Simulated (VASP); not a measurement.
# NiPdO2 (R-3m) in VASP: a series of runs

Runs on NiPdO2. Level: PBEsol+U. Tasks: single point.

All numbers are computed with VASP 6.6.1; they aren't measurements. Logs are shortened: lines on timing, memory, paths and dates and some standing lists are left out, and cuts for length are marked.

## Step 1: The crystal as given

The structure is trigonal, space group R-3m (No. 166). Conventional cell: a = 3.272 Å, b = 3.272 Å, c = 18.530 Å, α = 90.00°, β = 90.00°, γ = 120.00°. Around Pd (site symmetry -3m) lie 2 O at 1.98 Å. Ni (site symmetry -3m) is surrounded by 6 O at 2.19 Å. Around O (site symmetry 3m) lie 1 Pd at 1.98 Å and 3 Ni at 2.19 Å.

The cell was built by a generator and needn't be a form met in nature.

## Step 2: Single point, PBEsol+U, collinear spin, ferromagnetic start

INCAR

```
SYSTEM = NiPdO2
PREC     = Accurate       ! precision mode
ENCUT    = 520            ! plane-wave cutoff, eV
EDIFF    = 1E-6           ! SCF threshold, eV
ISMEAR   = 0              ! smearing method
SIGMA    = 0.05           ! smearing width, eV
LREAL    = .FALSE.        ! projectors in reciprocal space
LASPH    = .TRUE.         ! aspherical terms in the spheres
NELM     = 150            ! most SCF steps
ALGO     = Normal         ! electronic algorithm
ISIF     = 2              ! what is computed and relaxed
LWAVE    = .FALSE.        ! write WAVECAR
LCHARG   = .FALSE.        ! write CHGCAR
ISPIN    = 2              ! spin polarisation
MAGMOM   = 0 1 0 0        ! initial moments
LORBIT   = 11             ! projections on sites
LMAXMIX  = 4              ! l up to which the mixer works
LDAU     = .TRUE.         ! DFT+U
LDAUTYPE = 2            
LDAUL    = 2 2 -1         ! shell
LDAUU    = 8 8 0          ! U, eV
LDAUJ    = 0 0 0        
LDAUPRINT= 1            
GGA      = PS             ! functional
```

KPOINTS

```
regular mesh
0
G
  7 7 7
  0 0 0
```

POSCAR

```
NiPdO2
1.0
    1.6359725900      0.9445292100      6.1767413800
   -1.6359725900      0.9445292100      6.1767413800
    0.0000000000     -1.8890584300      6.1767413800
Pd Ni O
1 1 2
Direct
    0.0000000000      0.0000000000      0.0000000000
    0.5000000000      0.5000000000      0.5000000000
    0.1066000000      0.1066000000      0.1066000000
    0.8934000000      0.8934000000      0.8934000000
```

Potentials or basis: VASP PAW PBE potentials, release 64 (Pd, Ni, O).

Run with:

```
> cat potpaw_PBE.64/Pd/POTCAR potpaw_PBE.64/Ni/POTCAR potpaw_PBE.64/O/POTCAR > POTCAR
> mpirun -np 1 vasp_std > vasp.out
```

OUTCAR:

```text
SYSTEM = NiPdO2
   PREC = Accurate
   ENCUT = 520
   EDIFF = 1E-6
   ISMEAR = 0
   LREAL = .FALSE.
   LASPH = .TRUE.
   NELM = 150
   ISIF = 2
   ISPIN = 2
   LORBIT = 11
   GGA = PS

 ion  position               nearest neighbor table
   1  0.000  0.000  0.000-   3 1.98   4 1.98
   2  0.500  0.500  0.500-   3 2.19   4 2.19   3 2.19   3 2.19   4 2.19   4 2.19
   3  0.107  0.107  0.107-   1 1.98   2 2.19   2 2.19   2 2.19
   4  0.893  0.893  0.893-   1 1.98   2 2.19   2 2.19   2 2.19

  LATTYP: Found a trigonal (rhomboedric) cell.
 ALAT       =     6.4591544198
 COS(alpha) =     0.8716988038

  Lattice vectors:

 A1 = (   1.6359725900,   0.9445292100,   6.1767413800)
 A2 = (  -1.6359725900,   0.9445292100,   6.1767413800)
 A3 = (   0.0000000000,  -1.8890584300,   6.1767413800)

Analysis of symmetry for initial positions (statically):
=====================================================================
 Subroutine PRICEL returns:
 Original cell was already a primitive cell.

 Routine SETGRP: Setting up the symmetry group for a
 trigonal (rhombohedral) supercell.

 Subroutine GETGRP returns: Found 12 space group operations
 (whereof 12 operations were pure point group operations)
 out of a pool of 12 trial point group operations.

The static configuration has the point symmetry D_3d.

Analysis of symmetry for dynamics (positions and initial velocities):
=====================================================================
 Subroutine PRICEL returns:
 Original cell was already a primitive cell.

 Routine SETGRP: Setting up the symmetry group for a
 trigonal (rhombohedral) supercell.

 Subroutine GETGRP returns: Found 12 space group operations
 (whereof 12 operations were pure point group operations)
 out of a pool of 12 trial point group operations.

The dynamic configuration has the point symmetry D_3d.

Analysis of structural, dynamic, and magnetic symmetry:
=====================================================================
 Subroutine PRICEL returns:
 Original cell was already a primitive cell.

 Routine SETGRP: Setting up the symmetry group for a
 trigonal (rhombohedral) supercell.

 Subroutine GETGRP returns: Found 12 space group operations
 (whereof 12 operations were pure point group operations)
 out of a pool of 12 trial point group operations.

The overall configuration has the point symmetry D_3d.

 Subroutine INISYM returns: Found 12 space group operations
 (whereof 12 operations are pure point group operations),
 and found     1 'primitive' translations

----------------------------------------------------------------------------------------

                                     Primitive cell

  volume of cell :      57.2667

  direct lattice vectors                    reciprocal lattice vectors
     1.635972590  0.944529210  6.176741380     0.305628592  0.176454750  0.053965888
    -1.635972590  0.944529210  6.176741380    -0.305628592  0.176454750  0.053965888
     0.000000000 -1.889058430  6.176741380     0.000000000 -0.352909501  0.053965888

  length of vectors
     6.459154420  6.459154420  6.459154420     0.357011810  0.357011810  0.357011811

  position of ions in fractional coordinates (direct lattice)
     0.000000000  0.000000000  0.000000000
[... 143 lines left out ...]

 occupancies and eigenvectors

  o =  0.4392  v =  0.0000  0.0000  0.0000  0.0000  0.0000 -0.0000 -0.0000  1.0000 -0.0000  0.0000      0.0000  0.0000  0.0000  0.0000  0.0000  0.0000  0.0000  0.0000  0.0000  0.0000
  o =  0.7323  v =  0.0000  0.0000  1.0000  0.0000  0.0000  0.0000  0.0000  0.0000  0.0000  0.0000      0.0000  0.0000  0.0000  0.0000  0.0000  0.0000  0.0000  0.0000  0.0000  0.0000
  o =  0.9980  v = -0.0000  0.8211 -0.0000 -0.0000  0.5708  0.0000  0.0000  0.0000  0.0000  0.0000      0.0000  0.0000  0.0000  0.0000  0.0000  0.0000  0.0000  0.0000  0.0000  0.0000
  o =  0.9980  v = -0.5708 -0.0000  0.0000 -0.8211 -0.0000  0.0000  0.0000  0.0000  0.0000  0.0000      0.0000  0.0000  0.0000  0.0000  0.0000  0.0000  0.0000  0.0000  0.0000  0.0000
  o =  0.9983  v =  0.0000  0.0000  0.0000  0.0000  0.0000 -0.9997 -0.0000  0.0000 -0.0237 -0.0000      0.0000  0.0000  0.0000  0.0000  0.0000  0.0000  0.0000  0.0000  0.0000  0.0000
  o =  0.9983  v =  0.0000  0.0000  0.0000  0.0000  0.0000 -0.0000  0.0237 -0.0000 -0.0000  0.9997      0.0000  0.0000  0.0000  0.0000  0.0000  0.0000  0.0000  0.0000  0.0000  0.0000
  o =  1.0005  v =  0.0000 -0.5708 -0.0000 -0.0000  0.8211  0.0000  0.0000  0.0000  0.0000  0.0000      0.0000  0.0000  0.0000  0.0000  0.0000  0.0000  0.0000  0.0000  0.0000  0.0000
  o =  1.0005  v = -0.8211 -0.0000 -0.0000  0.5708  0.0000  0.0000  0.0000  0.0000  0.0000  0.0000      0.0000  0.0000  0.0000  0.0000  0.0000  0.0000  0.0000  0.0000  0.0000  0.0000
  o =  1.0414  v =  0.0000  0.0000  0.0000  0.0000  0.0000 -0.0000  0.9997  0.0000  0.0000 -0.0237      0.0000  0.0000  0.0000  0.0000  0.0000  0.0000  0.0000  0.0000  0.0000  0.0000
  o =  1.0414  v =  0.0000  0.0000  0.0000  0.0000  0.0000  0.0237  0.0000 -0.0000 -0.9997 -0.0000      0.0000  0.0000  0.0000  0.0000  0.0000  0.0000  0.0000  0.0000  0.0000  0.0000

atom =   2  type =  2  l = 2

 onsite density matrix

spin component  1

  0.9886  0.0000 -0.0000 -0.0066 -0.0000
  0.0000  0.9895 -0.0000  0.0000 -0.0066
 -0.0000 -0.0000  0.9815 -0.0000 -0.0000
 -0.0066  0.0000 -0.0000  0.9895 -0.0000
 -0.0000 -0.0066 -0.0000 -0.0000  0.9886

spin component  2

  0.6760  0.0000 -0.0000  0.4181 -0.0000
  0.0000  0.4124 -0.0000  0.0000  0.4181
 -0.0000 -0.0000  0.9803  0.0000 -0.0000
  0.4181  0.0000  0.0000  0.4124 -0.0000
 -0.0000  0.4181 -0.0000 -0.0000  0.6760

 occupancies and eigenvectors

  o =  0.1058  v =  0.0000  0.0000  0.0000  0.0000  0.0000  0.0000 -0.8064  0.0000  0.0000  0.5913      0.0000  0.0000  0.0000  0.0000  0.0000  0.0000  0.0000  0.0000  0.0000  0.0000
  o =  0.1058  v =  0.0000  0.0000  0.0000  0.0000  0.0000 -0.5913  0.0000 -0.0000  0.8064 -0.0000      0.0000  0.0000  0.0000  0.0000  0.0000  0.0000  0.0000  0.0000  0.0000  0.0000
  o =  0.9803  v =  0.0000  0.0000  0.0000  0.0000  0.0000  0.0000 -0.0000 -1.0000  0.0000 -0.0000      0.0000  0.0000  0.0000  0.0000  0.0000  0.0000  0.0000  0.0000  0.0000  0.0000
  o =  0.9815  v =  0.0000 -0.0000 -1.0000  0.0000 -0.0000  0.0000  0.0000  0.0000  0.0000  0.0000      0.0000  0.0000  0.0000  0.0000  0.0000  0.0000  0.0000  0.0000  0.0000  0.0000
  o =  0.9824  v =  0.0000 -0.6807  0.0000  0.0000 -0.7325  0.0000  0.0000  0.0000  0.0000  0.0000      0.0000  0.0000  0.0000  0.0000  0.0000  0.0000  0.0000  0.0000  0.0000  0.0000
  o =  0.9824  v = -0.7325  0.0000 -0.0000 -0.6807 -0.0000  0.0000  0.0000  0.0000  0.0000  0.0000      0.0000  0.0000  0.0000  0.0000  0.0000  0.0000  0.0000  0.0000  0.0000  0.0000
  o =  0.9826  v =  0.0000  0.0000  0.0000  0.0000  0.0000  0.0000  0.5913 -0.0000  0.0000  0.8064      0.0000  0.0000  0.0000  0.0000  0.0000  0.0000  0.0000  0.0000  0.0000  0.0000
  o =  0.9826  v =  0.0000  0.0000  0.0000  0.0000  0.0000 -0.8064  0.0000  0.0000 -0.5913  0.0000      0.0000  0.0000  0.0000  0.0000  0.0000  0.0000  0.0000  0.0000  0.0000  0.0000
  o =  0.9957  v =  0.0000  0.7325  0.0000  0.0000 -0.6807  0.0000  0.0000  0.0000  0.0000  0.0000      0.0000  0.0000  0.0000  0.0000  0.0000  0.0000  0.0000  0.0000  0.0000  0.0000
  o =  0.9957  v = -0.6807  0.0000  0.0000  0.7325  0.0000  0.0000  0.0000  0.0000  0.0000  0.0000      0.0000  0.0000  0.0000  0.0000  0.0000  0.0000  0.0000  0.0000  0.0000  0.0000

 number of electron      32.0000007 magnetization       1.4792770

 Free energy of the ion-electron system (eV)
  ---------------------------------------------------
  ext. energy  EPLUGINS =         0.00000000
  ---------------------------------------------------
  free energy    TOTEN  =       -17.50007880 eV

  energy without entropy =      -17.49687547  energy(sigma->0) =      -17.49847714

 E-fermi :   2.4940     XC(G=0): -10.6886

 val. band max:        2.4879813566   @ k =  -0.2857   0.4286   0.2857
 cond. band min:       2.4954289540   @ k =  -0.4286   0.4286   0.2857
 fundamental gap:      0.0074475974
 Fermi energy:         2.4940186732

 spin component 1

 k-point     1 :       0.0000    0.0000    0.0000
  band No.  band energies     occupation
      1     -14.4951      1.00000
      2     -13.4178      1.00000
      3      -4.6498      1.00000
      4      -4.6498      1.00000
      5      -4.0837      1.00000
      6      -3.0753      1.00000
[... 1145 lines left out ...]
     20       9.6882      0.00000
     21      12.2143      0.00000

 [... further k-points ...]

------------------------ aborting loop because EDIFF is reached ----------------------------------------

  FORCE on cell =-STRESS in cart. coord.  units (eV):
  Direction    XX          YY          ZZ          XY          YZ          ZX
  --------------------------------------------------------------------------------------
  -------------------------------------------------------------------------------------
  Total       -7.1848392     -7.1848392     -9.7035172      0.0000000      0.0000000      0.0000000
  in kB     -201.0136496   -201.0136488   -271.4798962      0.0000000      0.0000001      0.0000000
  external PRESSURE =    -224.5023982 kB  Pullay stress =       0.0000000 kB

 VOLUME and BASIS-vectors are now :
 -----------------------------------------------------------------------------
  energy-cutoff  :      520.00
  volume of cell :       57.27
      direct lattice vectors                 reciprocal lattice vectors
     1.635972590  0.944529210  6.176741380     0.305628592  0.176454750  0.053965888
    -1.635972590  0.944529210  6.176741380    -0.305628592  0.176454750  0.053965888
     0.000000000 -1.889058430  6.176741380     0.000000000 -0.352909501  0.053965888

 POSITION                                       TOTAL-FORCE (eV/Angst)
 -----------------------------------------------------------------------------------
      0.00000      0.00000      0.00000         0.000000      0.000000     -0.000000
      0.00000     -0.00000      9.26511        -0.000000      0.000000     -0.000000
      0.00000     -0.00000      1.97532         0.000000     -0.000000      0.280275
      0.00000     -0.00000     16.55490         0.000000      0.000000     -0.280275
 -----------------------------------------------------------------------------------
    total drift:                               -0.000000      0.000000     -0.000000

  FREE ENERGIE OF THE ION-ELECTRON SYSTEM (eV)
  ---------------------------------------------------
  free  energy   TOTEN  =       -17.5000788019 eV

  energy  without entropy=      -17.4968754732  energy(sigma->0) =      -17.49847714

 total charge

# of ion       s       p       d       tot
------------------------------------------
    1        0.288   0.359   9.177   9.824
    2        0.308   0.317   8.076   8.701
    3        1.560   3.302   0.000   4.862
    4        1.560   3.302   0.000   4.862
--------------------------------------------------
tot          3.716   7.281  17.252  28.249

 magnetization (x)

# of ion       s       p       d       tot
------------------------------------------
    1        0.016   0.010   0.221   0.247
    2        0.020   0.011   1.781   1.812
    3        0.002  -0.229   0.000  -0.227
    4        0.002  -0.229   0.000  -0.227
--------------------------------------------------
tot          0.039  -0.437   2.002   1.604
```

Wall time 7.2 min (1 thread of Intel Xeon 6975P-C (Granite Rapids), shared host); peak memory 0.48 GiB.

What came out:

```
Free energy                                           : -17.5001 eV
Pressure                                              : -22.5 GPa
Largest force                                         : 0.280 eV/Å
Band gap on the k mesh                                : none (metal or under the smearing width)
Net moment                                            : 1.48 μB per cell
Site moments                                          : Pd +0.25; Ni +1.81; O -0.23 μB
Valence electrons inside the program's atomic spheres : Pd 9.82; Ni 8.70; O 4.86
```

Forces on the atoms (eV/Å):
```
Pd   0.000  0.000  0.000
Ni   0.000  0.000  0.000
O    0.000  0.000  0.280
O    0.000  0.000 -0.280
```

Eigenvalues of the final occupation matrices:
```tsv
site	spin	trace	eigenvalues
site 1 d	1	4.73	0.73 1.00 1.00 1.00 1.00
site 1 d	2	4.52	0.44 1.00 1.00 1.04 1.04
site 2 d	1	4.94	0.98 0.98 0.98 1.00 1.00
site 2 d	2	3.16	0.11 0.11 0.98 0.98 0.98
```

Caveat: the PAW data sets were made with another functional, which shifts forces and pressure a little; a cell with one magnetic atom can't hold antiferromagnetic order, which such compounds often take. The state reached can hang on the start; a lower one may exist.

## Step 3: Single point, PBEsol+U, collinear spin, random start

INCAR

```
  PREC = Accurate
  ENCUT = 520
  EDIFF = 1E-6
  ISMEAR = 0
  SIGMA = 0.05
  LREAL = False
  LASPH = True
  NELM = 120
  ALGO = Normal
  ISIF = 2
  LWAVE = False
  LCHARG = False
  ISPIN = 2
  MAGMOM = 0 0.51 0 0
  LORBIT = 11
  LMAXMIX = 4
  LDAU = True
  LDAUTYPE = 2
  LDAUL = 2 2 -1
  LDAUU = 8 8 0
  LDAUJ = 0 0 0
  LDAUPRINT = 1
  GGA = PS
  NBANDS = 28
```

KPOINTS

```
regular mesh
0
Gamma
  7 7 7
```

POSCAR is that of step 2.

Potentials or basis: VASP PAW PBE potentials, release 64 (Pd, Ni, O).

Run with:

```
> cat potpaw_PBE.64/Pd/POTCAR potpaw_PBE.64/Ni/POTCAR potpaw_PBE.64/O/POTCAR > POTCAR
> mpirun -np 1 vasp_std > vasp.out
```

It took 23 min on 1 thread of Intel Xeon 6975P-C (Granite Rapids), shared host; peak memory 0.52 GiB.

It converged, with:

```
Free energy                                           : -17.4995 eV
Pressure                                              : -22.5 GPa
Largest force                                         : 0.262 eV/Å
Band gap on the k mesh                                : none (metal or under the smearing width)
Net moment                                            : 1.46 μB per cell
Site moments                                          : Pd +0.23; Ni +1.81; O -0.23 μB
Valence electrons inside the program's atomic spheres : Pd 9.82; Ni 8.70; O 4.86
```

Forces on the atoms (eV/Å):
```
Pd   0.000  0.000  0.000
Ni   0.000  0.000  0.000
O    0.000  0.000  0.262
O    0.000  0.000 -0.262
```

Stress tensor (GPa, compression positive):
```
-20.05   0.00   0.00
  0.00 -20.05   0.00
  0.00   0.00 -27.32
```

Levels at points of the mesh, in eV from the Fermi level:
Spin up:
```
           k point  band 13  band 14  band 15  band 16  band 17  band 18  band 19  band 20  band 21  band 22
(0.00, 0.00, 0.00)    -2.33    -1.23    -0.55    -0.55     0.36     0.36     2.88     6.63     7.78    13.62
```
Spin down:
```csv
k point,band 11,band 12,band 13,band 14,band 15,band 16,band 17,band 18,band 19,band 20
"(0.00, 0.00, 0.00)",-1.53,-1.52,-1.03,-1.03,-1.00,-1.00,3.60,4.26,4.26,6.66
```

Eigenvalues of the final occupation matrices:
```tsv
site	spin	trace	eigenvalues
site 1 d	1	4.72	0.73 1.00 1.00 1.00 1.00
site 1 d	2	4.53	0.45 1.00 1.00 1.04 1.04
site 2 d	1	4.94	0.98 0.98 0.98 1.00 1.00
site 2 d	2	3.16	0.11 0.11 0.98 0.98 0.98
```

Caveat: the PAW data sets were made with another functional, which shifts forces and pressure a little; a cell with one magnetic atom can't hold antiferromagnetic order, which such compounds often take. The state reached can hang on the start; a lower one may exist.
